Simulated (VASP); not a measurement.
OSZICAR of a VASP run on KBr (rock salt):

**OSZICAR**
```
       N       E                     dE             d eps       ncg     rms          rms(c)
DAV:   1     0.101674781969E+03    0.10167E+03   -0.47935E+03  2520   0.314E+02
DAV:   2    -0.205288267999E+01   -0.10373E+03   -0.96268E+02  3024   0.118E+02
DAV:   3    -0.627317022658E+01   -0.42203E+01   -0.41787E+01  3248   0.207E+01
DAV:   4    -0.640694447552E+01   -0.13377E+00   -0.13361E+00  3552   0.284E+00
DAV:   5    -0.640726790382E+01   -0.32343E-03   -0.32342E-03  3136   0.163E-01    0.291E+00
DAV:   6    -0.622483793024E+01    0.18243E+00   -0.46577E-02  2908   0.920E-01    0.210E+00
DAV:   7    -0.621314728030E+01    0.11691E-01   -0.44387E-02  3092   0.762E-01    0.975E-01
DAV:   8    -0.622206250086E+01   -0.89152E-02   -0.76551E-03  2984   0.323E-01    0.897E-02
DAV:   9    -0.622283446261E+01   -0.77196E-03   -0.41631E-04  3204   0.802E-02    0.713E-02
DAV:  10    -0.622319231306E+01   -0.35785E-03   -0.25533E-04  2796   0.475E-02    0.929E-03
DAV:  11    -0.622321112703E+01   -0.18814E-04   -0.14661E-05  3072   0.114E-02    0.331E-03
DAV:  12    -0.622321316163E+01   -0.20346E-05   -0.14701E-06  2832   0.375E-03    0.168E-03
DAV:  13    -0.622321310260E+01    0.59031E-07   -0.65664E-08  3152   0.792E-04
   1 F= -.62232131E+01 E0= -.62232131E+01  d E =-.925001E-18
 imaginary and real dielectric function
```

### Question
Which electronic solver shows in the log?

### Answer
It is blocked Davidson (ALGO = Normal, or the opening steps of other solvers). The INCAR had ALGO = Normal.

### Question
Can the final energy be trusted as converged?

### Answer
Self-consistency was reached. It stopped with EDIFF = 1E-7, NELM = 100 (PBE GGA, plane waves, VASP's PBE PAW potentials (set 64)).

The compound is KBr in the rock salt structure. It was relaxed first.
